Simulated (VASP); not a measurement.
Shape and ions are relaxed at each volume.

Given:

```cif
data_Si4W2
_chemical_formula_sum 'Si4 W2'
_space_group_name_H-M_alt 'I4/mmm'
_space_group_IT_number 139
_space_group_name_Hall '-I 4 2'
_cell_length_a 3.20404
_cell_length_b 3.20404
_cell_length_c 7.82220
_cell_angle_alpha 90.000
_cell_angle_beta 90.000
_cell_angle_gamma 90.000
loop_
_atom_site_label
_atom_site_type_symbol
_atom_site_symmetry_multiplicity
_atom_site_Wyckoff_symbol
_atom_site_fract_x
_atom_site_fract_y
_atom_site_fract_z
_atom_site_occupancy
Si1 Si 4 e 0.00000 0.00000 0.33421 1
W1 W 2 a 0.00000 0.00000 0.00000 1
```
(The calculation used a cell of 3 atoms; values per cell refer to that cell.)

Calculation: PBE GGA with D3 dispersion (zero damping), VASP's PBE PAW potentials (set 64) (plane waves; VASP). Run with 520 eV cut-off, 13×13×13 Γ-centred mesh, first-order Methfessel-Paxton smearing of 0.10 eV, potentials Si W_sv.

**Question.** Give the energy at these volumes per atom, relative to the lowest: 12.58, 12.98, 13.38, 13.79, 14.19 Å³.

**Answer.** 39.3, 9.3, 0.0, 8.4, 31.9 meV/atom. A third-order Birch-Murnaghan fit gives B0 = 235 GPa and B0′ = 4.3.

The compound is WSi2 in the MoSi2 type structure. It was relaxed first.
